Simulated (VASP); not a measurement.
InPd, 2 atoms in the cell. Symmetry: Pm-3m, No. 221, cubic system. The conventional cell has a = 3.305 Å, b = 3.305 Å, c = 3.305 Å, α = 90.00°, β = 90.00°, γ = 90.00°. In (site symmetry m-3m) is surrounded by 8 Pd at 2.86 Å. Pd (site symmetry m-3m) is surrounded by 8 In at 2.86 Å. The cell comes from a database or a generator and needn't be the stable form of this composition.

| Item | Value |
| --- | --- |
| Program | VASP 6.6.1 |
| Task | relaxation of cell and atoms |
| Functional | PBE |
| Potentials or basis | VASP PAW PBE potentials, release 64 (In_d, Pd) |
| Cutoff | 600 eV |
| k mesh | 12 × 12 × 12 |
| Occupations | methfessel-paxton, width 0.1 eV |
| Spin | no spin polarisation |
| Further INCAR settings | ALGO = Normal; EDIFF = 1e-07; IBRION = 2; EDIFFG = -0.005; NSW = 90; ISIF = 3 |

Potentials or basis: VASP PAW PBE potentials, release 64 (In_d, Pd).

Run with:

```console
$ cat potpaw_PBE.64/In_d/POTCAR potpaw_PBE.64/Pd/POTCAR > POTCAR
$ mpirun -np 1 vasp_std > vasp.out
```

Hardware: 1 thread of Intel(R) Xeon(R) 6975P-C (Granite Rapids), on a shared host.

Question: How long does it take, and how much memory?

Answer: Run time: 20 s on 1 thread of Intel(R) Xeon(R) 6975P-C (Granite Rapids) (shared host), peak memory 0.2 GiB. Counts: scf iterations 14, k points 84, ion steps 1.
